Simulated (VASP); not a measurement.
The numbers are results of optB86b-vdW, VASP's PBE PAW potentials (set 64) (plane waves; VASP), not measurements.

The input files of a VASP run:

File POSCAR:
```
CdF2
1
    0.0000000000     2.6877048508     2.6877048508
    2.6877048508     0.0000000000     2.6877048508
    2.6877048508     2.6877048508     0.0000000000
Cd F
1 2
Direct
  0.0000000000   0.0000000000   0.0000000000
  0.2500000000   0.2500000000   0.2500000000
  0.7500000000   0.7500000000   0.7500000000
```

INCAR:
```
# general
SYSTEM    =  CdF2
PREC      =  Accurate
ENCUT     =  520
LREAL     =  .False.
LASPH     =  .True.

# electronic loop
EDIFF     =  1E-7
NELM      =  100
ALGO      =  Normal
LMAXMIX   =  4

# smearing
ISMEAR    =  0
SIGMA     =  0.05

# functional
GGA       =  MK
LUSE_VDW  =  .True.
AGGAC     =  0.0
PARAM1    =  0.1234
PARAM2    =  1.0

# ions
ISIF      =  2

# output
LWAVE     =  .False.
LCHARG    =  .False.
```

### KPOINTS
```
Automatic mesh
0
Gamma
7 7 7
0 0 0
```

POTCAR, in this order: Cd F (PBE.64 set). Program: vasp_std.

### Question
What will the output report for the number of irreducible k-points (NKPTS), largest plane-wave count, number of space-group operations, FFT grid (NGX, NGY, NGZ)?

### Answer

```json
{
  "number of irreducible k-points (NKPTS)": "20",
  "largest_plane_wave_count": "1059",
  "number_of_space_group_operations": "48",
  "FFT grid (NGX, NGY, NGZ)": "28 × 28 × 28"
}
```

The compound is CdF2 in the fluorite structure. This cell is one point of a volume scan, at 0.97 of the reference volume.
